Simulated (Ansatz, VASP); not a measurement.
# ZrB2 in two plane-wave programs

One calculation is typed for both programs; each brings its own data sets. How far apart do they land? The cell is taken from a series of runs on this material, whose earlier steps may have relaxed, scaled, displaced or heated it; both programs get it as it stands.

Main program and level: Ansatz 0.2.0; plane waves, with VASP 6.6.1 beside it; zone-centre phonons at PBEsol.

### 1. The starting structure

The structure is hexagonal, space group P6/mmm (No. 191). The conventional cell has a = 3.194 Å, b = 3.194 Å, c = 3.560 Å, α = 90.00°, β = 90.00°, γ = 120.00°. Nearest to B lie 3 B at 1.84 Å and 6 Zr at 2.56 Å. Zr has 12 B at 2.56 Å nearest. Farther neighbours are not listed.

Coordinates:

```xyz
3
Lattice="3.1936 0.0000 0.0000 -1.5968 2.7657 0.0000 0.0000 0.0000 3.5595" Properties=species:S:1:pos:R:3 pbc="T T T"
B     0.0000    1.8438    1.7798
B     1.5968    0.9219    1.7798
Zr    0.0000    0.0000    0.0000
```

### 2. VASP: zone-centre phonons, PBEsol

Second derivatives magnify differences that forces hide, and they need a tight electronic threshold.

Lines of VASP's logs that name or quote its potential files are left out, and so is its time.

Input file INCAR:

```
SYSTEM = ZrB2
PREC = Accurate
ENCUT = 500
EDIFF = 1E-08
NELM = 120
ISMEAR = 1
SIGMA = 0.2
LREAL = .FALSE.
ALGO = Normal
GGA = PS
NBANDS = 15
LASPH = .TRUE.
LORBIT = 11
LWAVE = .FALSE.
LCHARG = .FALSE.
ISIF = 2
IBRION = 8
GGA_COMPAT = .FALSE.
KPAR = 2
```

Input file POSCAR:

```
ZrB2
1.0
    3.1935833855      0.0000000000      0.0000000000
   -1.5967916928      2.7657243410      0.0000000000
    0.0000000000      0.0000000000      3.5595363101
B Zr
2 1
Direct
    0.3333333333      0.6666666667      0.5000000000
    0.6666666667      0.3333333333      0.5000000000
    0.0000000000      0.0000000000      0.0000000000
```

Input file KPOINTS:

```
Automatic mesh
0
Gamma
15 15 12
0 0 0
```

PAW data sets: B and Zr_sv (PBE family, release 64).

Launch:

```bash
$ mpirun -np 2 vasp_std
```

Numbers of over 12 decimals in the logs are rounded to 6 here.

Log:

```text
[banner, memory and clock lines left out]
running    2 mpi-ranks, on    1 nodes
 distrk:  each k-point on    1 cores,    2 groups
 distr:  one band on    1 cores,    1 groups

 POSCAR found type information on POSCAR B Zr
 POSCAR found :  2 types and       3 ions
|                                                                             |
|               ----> ADVICE to this user running VASP <----                  |
|                                                                             |
|     You enforced a specific xc type in the INCAR file but a different       |
|     [... a line on the potential file left out ...]
|     I HOPE YOU KNOW WHAT YOU ARE DOING!                                     |
|                                                                             |

 LDA part: xc-table for (Slater+PW92), standard interpolation
 POSCAR, INCAR and KPOINTS ok, starting setup
 FFT: planning ... GRIDC
 FFT: planning ... GRID_SOFT
 FFT: planning ... GRID
 WAVECAR not read
 entering main loop
       N       E                     dE             d eps       ncg     rms          rms(c)
DAV:   1     0.982530838671E+02    0.98253E+02   -0.95102E+03  5670   0.115E+03
DAV:   2    -0.247100474973E+02   -0.12296E+03   -0.11866E+03  7133   0.296E+02
DAV:   3    -0.288246582202E+02   -0.41146E+01   -0.40955E+01  9191   0.469E+01
DAV:   4    -0.288924168756E+02   -0.67759E-01   -0.67744E-01  6483   0.557E+00
DAV:   5    -0.288936440140E+02   -0.12271E-02   -0.12271E-02  8874   0.559E-01    0.212E+01
DAV:   6    -0.264184851621E+02    0.24752E+01   -0.59038E+00  7084   0.165E+01    0.865E+00
DAV:   7    -0.263742823694E+02    0.44203E-01   -0.66265E-01  8297   0.512E+00    0.310E+00
DAV:   8    -0.263731827131E+02    0.10997E-02   -0.90472E-02  6775   0.251E+00    0.496E-01
DAV:   9    -0.263697889171E+02    0.33938E-02   -0.18982E-02  7212   0.104E+00    0.191E-01
DAV:  10    -0.263695030204E+02    0.28590E-03   -0.14096E-03  6733   0.353E-01    0.360E-02
DAV:  11    -0.263695110753E+02   -0.80549E-05   -0.60085E-05  7960   0.736E-02    0.106E-02
DAV:  12    -0.263695094878E+02    0.15875E-05   -0.25433E-06  7180   0.112E-02    0.488E-03
DAV:  13    -0.263695093162E+02    0.17161E-06   -0.40834E-07  8125   0.512E-03    0.172E-03
DAV:  14    -0.263695092757E+02    0.40425E-07   -0.25245E-08  5841   0.156E-03    0.471E-04
DAV:  15    -0.263695092486E+02    0.27112E-07   -0.31333E-09  3409   0.507E-04    0.146E-04
DAV:  16    -0.263695092416E+02    0.70240E-08   -0.90587E-10  3115   0.262E-04
   1 F= -.26369509E+02 E0= -.26369690E+02  d E =0.543748E-03
 Linear response reoptimize wavefunctions to high precision
DAV:   1    -0.263695092400E+02    0.15652E-08   -0.28180E-10  3899   0.121E-04
DAV:   2    -0.263695092400E+02    0.11369E-11   -0.10097E-10  3094   0.559E-05
 Linear response DOF=           4
 Linear response progress:
  Degree of freedom:   1/  4
       N       E                     dE             d eps       ncg     rms          rms(c)
RMM:   1    -0.467886912275E-01   -0.46789E-01   -0.21511E-02 57725   0.101E+00
RMM:   2    -0.419813393362E-01    0.48074E-02   -0.23432E-03 47132   0.247E-01    0.134E-01
RMM:   3    -0.419624090208E-01    0.18930E-04   -0.62476E-04 44948   0.118E-01    0.670E-02
RMM:   4    -0.423939726031E-01   -0.43156E-03   -0.37964E-04 44277   0.923E-02    0.821E-03
RMM:   5    -0.423952308984E-01   -0.12583E-05   -0.48534E-05 52332   0.264E-02    0.219E-03
RMM:   6    -0.423959331039E-01   -0.70221E-06   -0.98437E-06 55983   0.942E-03    0.109E-03
RMM:   7    -0.423926150440E-01    0.33181E-05   -0.20258E-06 55522   0.444E-03    0.272E-04
RMM:   8    -0.423942532644E-01   -0.16382E-05   -0.15437E-08 58327   0.205E-03    0.136E-04
RMM:   9    -0.423938148705E-01    0.43839E-06    0.40852E-07 59215   0.944E-04    0.322E-05
RMM:  10    -0.423940264558E-01   -0.21159E-06    0.81347E-08 58770   0.460E-04    0.226E-05
RMM:  11    -0.423939049213E-01    0.12153E-06    0.10299E-07 59014   0.229E-04    0.655E-06
RMM:  12    -0.423939021966E-01    0.27247E-08    0.14790E-08 60177   0.116E-04    0.484E-06
 first order change of Fermi-energy   0.19073E-04
 force on displaced ion       1 direction 1 : -14.161  -0.001   0.000
 Linear response progress:
  Degree of freedom:   2/  4
       N       E                     dE             d eps       ncg     rms          rms(c)
RMM:   1    -0.462383124178E-01   -0.46238E-01   -0.19601E-03 20198   0.106E+00
RMM:   2    -0.436887322415E-01    0.25496E-02   -0.18980E-03 16316   0.239E-01    0.110E-01
RMM:   3    -0.436737515507E-01    0.14981E-04   -0.82100E-04 15972   0.134E-01    0.512E-02
RMM:   4    -0.440244078394E-01   -0.35066E-03   -0.30909E-04 16786   0.843E-02    0.116E-02
RMM:   5    -0.440847473170E-01   -0.60339E-04   -0.48645E-05 18275   0.317E-02    0.377E-03
RMM:   6    -0.440927318994E-01   -0.79846E-05   -0.11395E-05 19306   0.126E-02    0.710E-04
RMM:   7    -0.440864920706E-01    0.62398E-05    0.11238E-05 19636   0.530E-03    0.241E-04
RMM:   8    -0.440869813353E-01   -0.48926E-06    0.57550E-06 19618   0.255E-03    0.132E-04
RMM:   9    -0.440861477985E-01    0.83354E-06    0.43451E-06 19591   0.131E-03    0.838E-05
RMM:  10    -0.440866173370E-01   -0.46954E-06    0.31115E-06 19864   0.701E-04    0.108E-05
RMM:  11    -0.440866050396E-01    0.12297E-07    0.23459E-06 21146   0.344E-04    0.122E-05
RMM:  12    -0.440865995972E-01    0.54424E-08    0.16782E-06 20759   0.169E-04    0.817E-06
RMM:  13    -0.440865877645E-01    0.11833E-07    0.12627E-06 20053   0.914E-05    0.547E-06
RMM:  14    -0.440866049390E-01   -0.17174E-07    0.86144E-07 20672   0.477E-05    0.178E-06
RMM:  15    -0.440866103631E-01   -0.54241E-08    0.64923E-07 20110   0.250E-05    0.155E-06
RMM:  16    -0.440866088675E-01    0.14957E-08    0.42769E-07 19190   0.134E-05    0.107E-06
RMM:  17    -0.440866103756E-01   -0.15081E-08    0.31716E-07 18587   0.769E-06    0.585E-07
RMM:  18    -0.440866107094E-01   -0.33383E-09    0.20661E-07 17192   0.456E-06    0.237E-07
RMM:  19    -0.440866114373E-01   -0.72791E-09    0.15166E-07 13740   0.280E-06    0.144E-07
RMM:  20    -0.440866119033E-01   -0.46595E-09    0.97266E-08 12986   0.203E-06    0.123E-07
 first order change of Fermi-energy  -0.73501E-04
 force on displaced ion       1 direction 3 :   0.000  -0.000  -9.132
 Linear response progress:
  Degree of freedom:   3/  4
       N       E                     dE             d eps       ncg     rms          rms(c)
RMM:   1    -0.687083253414E+00   -0.68708E+00    0.29728E+00 15399   0.150E+01
RMM:   2    -0.632282797185E+00    0.54800E-01   -0.18913E-01 21313   0.283E+00    0.172E-01
RMM:   3    -0.633468972703E+00   -0.11862E-02   -0.32299E-02 25660   0.874E-01    0.543E-02
RMM:   4    -0.635006571094E+00   -0.15376E-02   -0.54887E-03 31652   0.304E-01    0.315E-02
RMM:   5    -0.635506290560E+00   -0.49972E-03   -0.10194E-03 31813   0.119E-01    0.188E-02
RMM:   6    -0.635493007480E+00    0.13283E-04   -0.14155E-04 31734   0.520E-02    0.339E-03
RMM:   7    -0.635465512054E+00    0.27495E-04   -0.41151E-05 32981   0.250E-02    0.391E-03
RMM:   8    -0.635457479605E+00    0.80324E-05   -0.32248E-05 32894   0.141E-02    0.928E-04
RMM:   9    -0.635461639359E+00   -0.41598E-05   -0.30932E-06 33937   0.838E-03    0.912E-05
RMM:  10    -0.635462841161E+00   -0.12018E-05   -0.35483E-06 34877   0.527E-03    0.168E-04
RMM:  11    -0.635463589040E+00   -0.74788E-06   -0.35568E-06 35114   0.373E-03    0.181E-04
RMM:  12    -0.635459712931E+00    0.38761E-05   -0.28942E-06 33374   0.291E-03    0.210E-04
RMM:  13    -0.635462308643E+00   -0.25957E-05   -0.21845E-06 31842   0.232E-03    0.163E-04
RMM:  14    -0.635467895342E+00   -0.55867E-05   -0.16998E-06 31066   0.196E-03    0.756E-05
[...]
RMM:  21    -0.635473471403E+00   -0.10406E-06   -0.34228E-07 33584   0.623E-04    0.842E-06
RMM:  22    -0.635473634033E+00   -0.16263E-06   -0.28589E-07 32089   0.547E-04    0.124E-05
RMM:  23    -0.635473356262E+00    0.27777E-06   -0.23296E-07 29838   0.492E-04    0.308E-05
RMM:  24    -0.635473323527E+00    0.32735E-07   -0.19757E-07 33105   0.433E-04    0.397E-05
RMM:  25    -0.635473392415E+00   -0.68888E-07   -0.15857E-07 28937   0.387E-04    0.448E-05
RMM:  26    -0.635473365739E+00    0.26676E-07   -0.13198E-07 28954   0.348E-04    0.514E-05
RMM:  27    -0.635473423231E+00   -0.57491E-07   -0.11203E-07 27039   0.315E-04    0.551E-05
RMM:  28    -0.635473419832E+00    0.33987E-08   -0.94876E-08 21417   0.284E-04    0.603E-05
 first order change of Fermi-energy   0.88101E-04
 force on displaced ion       3 direction 1 : -12.345  -0.000   0.000
 Linear response progress:
  Degree of freedom:   4/  4
       N       E                     dE             d eps       ncg     rms          rms(c)
RMM:   1    -0.760589521939E+00   -0.76059E+00    0.26574E+00  6568   0.147E+01
RMM:   2    -0.706040283146E+00    0.54549E-01   -0.16744E-01  8843   0.269E+00    0.193E-01
RMM:   3    -0.708821778388E+00   -0.27815E-02   -0.36079E-02 10436   0.814E-01    0.610E-02
RMM:   4    -0.711137792301E+00   -0.23160E-02   -0.65554E-03 12064   0.278E-01    0.382E-02
RMM:   5    -0.711425169158E+00   -0.28738E-03   -0.11039E-03 12645   0.105E-01    0.256E-02
RMM:   6    -0.711259204957E+00    0.16596E-03   -0.13220E-04 12607   0.494E-02    0.659E-03
RMM:   7    -0.711317915132E+00   -0.58710E-04   -0.26097E-05 12922   0.221E-02    0.358E-03
RMM:   8    -0.711310543990E+00    0.73711E-05   -0.75915E-05 13457   0.116E-02    0.990E-04
RMM:   9    -0.711314042130E+00   -0.34981E-05   -0.64400E-05 13718   0.673E-03    0.787E-04
RMM:  10    -0.711316614966E+00   -0.25728E-05   -0.55186E-05 13396   0.475E-03    0.713E-05
RMM:  11    -0.711318397884E+00   -0.17829E-05   -0.45982E-05 13793   0.327E-03    0.452E-05
RMM:  12    -0.711318803955E+00   -0.40607E-06   -0.40364E-05 13770   0.247E-03    0.933E-05
RMM:  13    -0.711317914762E+00    0.88919E-06   -0.34036E-05 13342   0.191E-03    0.154E-04
RMM:  14    -0.711319631847E+00   -0.17171E-05   -0.29614E-05 12794   0.157E-03    0.505E-05
[...]
RMM:  26    -0.711324814961E+00   -0.42517E-07   -0.55653E-06 12675   0.169E-04    0.385E-06
RMM:  27    -0.711324794473E+00    0.20489E-07   -0.48544E-06 10052   0.144E-04    0.645E-06
RMM:  28    -0.711324796623E+00   -0.21502E-08   -0.42434E-06  8330   0.123E-04    0.821E-06
RMM:  29    -0.711324799765E+00   -0.31416E-08   -0.37023E-06  7539   0.106E-04    0.967E-06
RMM:  30    -0.711324806220E+00   -0.64552E-08   -0.32369E-06  7395   0.908E-05    0.109E-05
RMM:  31    -0.711324823689E+00   -0.17470E-07   -0.28252E-06  8975   0.785E-05    0.116E-05
RMM:  32    -0.711324840537E+00   -0.16848E-07   -0.24697E-06  9387   0.679E-05    0.122E-05
RMM:  33    -0.711324844636E+00   -0.40989E-08   -0.21567E-06  7729   0.586E-05    0.130E-05
 first order change of Fermi-energy   0.12129E-03
 force on displaced ion       3 direction 3 :  -0.000  -0.000 -12.844
 Linear response finished
```

From OUTCAR (step 2):

```text
ion  position               nearest neighbor table
   1  0.333  0.667  0.500-   2 1.84   2 1.84   2 1.84   3 2.56   3 2.56   3 2.56   3 2.56   3 2.56
                             3 2.56
   2  0.667  0.333  0.500-   1 1.84   1 1.84   1 1.84   3 2.56   3 2.56   3 2.56   3 2.56   3 2.56
                             3 2.56
   3  0.000  0.000  0.000-   1 2.56   2 2.56   1 2.56   2 2.56   2 2.56   2 2.56   1 2.56   1 2.56
                             2 2.56   2 2.56   1 2.56   1 2.56

  LATTYP: Found a hexagonal cell.
 ALAT       =     3.1935833855
 C/A-ratio  =     1.1145900640

 Subroutine GETGRP returns: Found 24 space group operations
 (whereof 24 operations were pure point group operations)

The static configuration has the point symmetry D_6h.

 Found    189 irreducible k-points:

   k-points           NKPTS =    189   k-points in BZ     NKDIM =    189   number of bands    NBANDS=     15

   dimension x,y,z NGX =    24 NGY =   24 NGZ =   28
   dimension x,y,z NGXF=    48 NGYF=   48 NGZF=   56

   ENCUT  =  500.0 eV  36.75 Ry    6.06 a.u.   5.82  5.82  6.49*2*pi/ulx,y,z

   NELECT =      18.0000    total number of electrons

 k-points in reciprocal lattice and weights: Automatic mesh
   0.00000000  0.00000000  0.00000000       0.000
   0.06666667 -0.00000000  0.00000000       0.002
   0.13333333  0.00000000  0.00000000       0.002
   0.20000000  0.00000000  0.00000000       0.002
   0.26666667  0.00000000  0.00000000       0.002
   0.33333333 -0.00000000  0.00000000       0.002
   0.40000000  0.00000000  0.00000000       0.002
   0.46666667  0.00000000  0.00000000       0.002
   0.06666667  0.06666667  0.00000000       0.002
[...]
0.33333333  0.26666667  0.50000000       0.004
   0.33333333  0.33333333  0.50000000       0.001

 average (electrostatic) potential at core
       1 -22.4252       2 -22.4252       3 -72.9436

  Total       -1.7228370     -1.7228370     -1.7298049      0.0000000     -0.0000000      0.0000000
  in kB      -87.7958916    -87.7958916    -88.1509780      0.0000000     -0.0000000      0.0000000
  external PRESSURE =     -87.9142538 kB  Pullay stress =       0.0000000 kB

  energy-cutoff  :      500.00
  volume of cell :       31.44
      direct lattice vectors                 reciprocal lattice vectors
     3.193583386  0.000000000  0.000000000     0.313127882  0.180784467  0.000000000
    -1.596791693  2.765724341  0.000000000     0.000000000  0.361568933  0.000000000
     0.000000000  0.000000000  3.559536310     0.000000000  0.000000000  0.280935468

 POSITION                                       TOTAL-FORCE (eV/Angst)
 -----------------------------------------------------------------------------------
     -0.00000      1.84382      1.77977         0.000000     -0.000000      0.000000
      1.59679      0.92191      1.77977         0.000000      0.000000      0.000000
      0.00000      0.00000      0.00000        -0.000000      0.000000      0.000000
 -----------------------------------------------------------------------------------
    total drift:                               -0.000000      0.000000      0.000000

 Eigenvectors and eigenvalues of the dynamical matrix
 ----------------------------------------------------

   1 f  =   22.381197 THz   140.625210 2PiTHz  746.556381 cm-1    92.561153 meV
             X         Y         Z           dx          dy          dz
     -0.000000  1.843816  1.779768    -0.260785    0.657260    0.000000
      1.596792  0.921908  1.779768     0.260785   -0.657260   -0.000000
      0.000000  0.000000  0.000000    -0.000000   -0.000000   -0.000000

   2 f  =   22.381197 THz   140.625210 2PiTHz  746.556381 cm-1    92.561153 meV
             X         Y         Z           dx          dy          dz
     -0.000000  1.843816  1.779768    -0.657260   -0.260785   -0.000000
      1.596792  0.921908  1.779768     0.657260    0.260785    0.000000
      0.000000  0.000000  0.000000     0.000000    0.000000    0.000000

   3 f  =   16.363071 THz   102.812205 2PiTHz  545.813284 cm-1    67.672192 meV
             X         Y         Z           dx          dy          dz
     -0.000000  1.843816  1.779768    -0.000000    0.000000    0.707107
      1.596792  0.921908  1.779768    -0.000000    0.000000   -0.707107
      0.000000  0.000000  0.000000    -0.000000   -0.000000    0.000000

   4 f  =   13.399907 THz    84.194101 2PiTHz  446.972798 cm-1    55.417539 meV
             X         Y         Z           dx          dy          dz
     -0.000000  1.843816  1.779768     0.000000   -0.000000    0.635750
      1.596792  0.921908  1.779768     0.000000   -0.000000    0.635750
      0.000000  0.000000  0.000000    -0.000000    0.000000   -0.437773

   5 f  =   13.130572 THz    82.501819 2PiTHz  437.988746 cm-1    54.303659 meV
             X         Y         Z           dx          dy          dz
     -0.000000  1.843816  1.779768    -0.234438    0.590866    0.000000
      1.596792  0.921908  1.779768    -0.234438    0.590866    0.000000
      0.000000  0.000000  0.000000     0.161530   -0.407113   -0.000000

   6 f  =   13.130572 THz    82.501819 2PiTHz  437.988746 cm-1    54.303659 meV
             X         Y         Z           dx          dy          dz
     -0.000000  1.843816  1.779768    -0.590866   -0.234438   -0.000000
      1.596792  0.921908  1.779768    -0.590866   -0.234438   -0.000000
      0.000000  0.000000  0.000000     0.407113    0.161530    0.000000

   7 f/i=    0.000662 THz     0.004157 2PiTHz    0.022070 cm-1     0.002736 meV
             X         Y         Z           dx          dy          dz
     -0.000000  1.843816  1.779768     0.000000    0.000000    0.309552
      1.596792  0.921908  1.779768     0.000000    0.000000    0.309552
      0.000000  0.000000  0.000000     0.000000    0.000000    0.899086

   8 f/i=    0.003786 THz     0.023789 2PiTHz    0.126293 cm-1     0.015658 meV
             X         Y         Z           dx          dy          dz
     -0.000000  1.843816  1.779768     0.032638    0.307980   -0.000000
      1.596792  0.921908  1.779768     0.032638    0.307980   -0.000000
      0.000000  0.000000  0.000000     0.094740    0.893975   -0.000000

   9 f/i=    0.003786 THz     0.023789 2PiTHz    0.126293 cm-1     0.015658 meV
             X         Y         Z           dx          dy          dz
     -0.000000  1.843816  1.779768    -0.307980    0.032638   -0.000000
      1.596792  0.921908  1.779768    -0.307980    0.032638   -0.000000
      0.000000  0.000000  0.000000    -0.893975    0.094740   -0.000000

 ELASTIC MODULI CONTR FROM IONIC RELAXATION (kBar)
 Direction    XX          YY          ZZ          XY          YZ          ZX
 --------------------------------------------------------------------------------
 XX         -16.4494     16.4494      0.0000      0.0000      0.0000     -0.0000
 YY          16.4494    -16.4494      0.0000      0.0000      0.0000      0.0000
 ZZ           0.0000      0.0000      0.0000      0.0000      0.0000      0.0000
 XY           0.0000      0.0000      0.0000    -16.4494      0.0000     -0.0000
 YZ           0.0000      0.0000      0.0000      0.0000      0.0000      0.0000
 ZX          -0.0000      0.0000      0.0000     -0.0000      0.0000     -0.0000
 --------------------------------------------------------------------------------
```

Energies printed during the response cycles are not total energies of the cell. The PAW data sets were made with PBE, which is usual practice but a small mismatch for other functionals.

[end of part 1 of 2]

[Lines on the potential files, build, host, timing and source positions are cut from VASP's logs without a mark.]

[Logs are printed without paths, hosts, clocks, repeated set-up lines and the standing remarks that a program may print on its own settings, such as how far it seeks lower states.]

[Hosts, paths, dates, database ids (printed as entryN), source tags and the programs' standing remarks are cut or masked in the printed files.]
